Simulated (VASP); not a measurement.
These are optB88-vdW, VASP's PBE PAW potentials (set 64) (plane waves; VASP) values and carry that method's errors.

VASP ran on this input.

**KPOINTS**
```
Automatic mesh
0
Gamma
15 15 15
0 0 0
```

File POSCAR:
```
Al
1
    0.0000000000     2.0250000000     2.0250000000
    2.0250000000     0.0000000000     2.0250000000
    2.0250000000     2.0250000000     0.0000000000
Al
1
Direct
  0.0000000000   0.0000000000   0.0000000000
```

INCAR:
```
SYSTEM = Al
PREC = Accurate
ENCUT = 520
EDIFF = 1E-7
NELM = 100
ALGO = Normal
LREAL = .FALSE.
LASPH = .TRUE.
ISMEAR = 1
SIGMA = 0.1
GGA = BO
PARAM1 = 0.1833333333
PARAM2 = 0.22
LUSE_VDW = .TRUE.
AGGAC = 0.0
LWAVE = .FALSE.
LCHARG = .FALSE.
ISIF = 2
```

POTCAR, in this order: Al (PBE.64 set). Program: vasp_std.

The resulting files:

**OSZICAR**
```
       N       E                     dE             d eps       ncg     rms          rms(c)
DAV:   1    -0.891339461027E-01   -0.89134E-01   -0.84069E+02  1275   0.326E+02
DAV:   2    -0.223444664669E+01   -0.21453E+01   -0.20076E+01  1580   0.313E+01
DAV:   3    -0.225607995588E+01   -0.21633E-01   -0.21555E-01  1605   0.358E+00
DAV:   4    -0.225615504612E+01   -0.75090E-04   -0.75090E-04  1605   0.200E-01
DAV:   5    -0.225615548094E+01   -0.43482E-06   -0.43402E-06  1605   0.130E-02    0.942E-01
DAV:   6    -0.225389807142E+01    0.22574E-02   -0.19913E-03  1465   0.401E-01    0.581E-01
DAV:   7    -0.225286862932E+01    0.10294E-02   -0.60408E-03  1370   0.741E-01    0.957E-02
DAV:   8    -0.225291340934E+01   -0.44780E-04   -0.95657E-05  1700   0.890E-02    0.238E-02
DAV:   9    -0.225291497992E+01   -0.15706E-05   -0.17010E-06  1550   0.140E-02    0.337E-03
DAV:  10    -0.225291481886E+01    0.16106E-06   -0.48515E-08  1395   0.238E-03    0.149E-03
DAV:  11    -0.225291476507E+01    0.53787E-07   -0.11735E-08   785   0.102E-03
   1 F= -.22529148E+01 E0= -.22527295E+01  d E =-.555703E-03
```

File OUTCAR:
```
------------------------ aborting loop because EDIFF is reached ----------------------------------------
  FORCE on cell =-STRESS in cart. coord.  units (eV):
  Direction    XX          YY          ZZ          XY          YZ          ZX
  --------------------------------------------------------------------------------------
  Total        0.0098953      0.0098953      0.0098953      0.0000000     -0.0000000     -0.0000000
  in kB        0.9546300      0.9546300      0.9546300      0.0000000     -0.0000000     -0.0000000
  external PRESSURE =       0.9546300 kB  Pullay stress =       0.0000000 kB
  volume of cell :       16.61
      direct lattice vectors                 reciprocal lattice vectors
     0.000000000  2.025000000  2.025000000    -0.246913580  0.246913580  0.246913580
     2.025000000  0.000000000  2.025000000     0.246913580 -0.246913580  0.246913580
     2.025000000  2.025000000  0.000000000     0.246913580  0.246913580 -0.246913580
 POSITION                                       TOTAL-FORCE (eV/Angst)
 -----------------------------------------------------------------------------------
      0.00000      0.00000      0.00000        -0.000000     -0.000000      0.000000
 -----------------------------------------------------------------------------------
    total drift:                               -0.000000      0.000000      0.000000
  FREE ENERGIE OF THE ION-ELECTRON SYSTEM (eV)
  ---------------------------------------------------
  free  energy   TOTEN  =        -2.2529147651 eV

  energy  without entropy=       -2.2523590620  energy(sigma->0) =       -2.25272953
```
(Selected blocks of OUTCAR.)

The compound is Al in the fcc structure. The cell was not relaxed at this level.
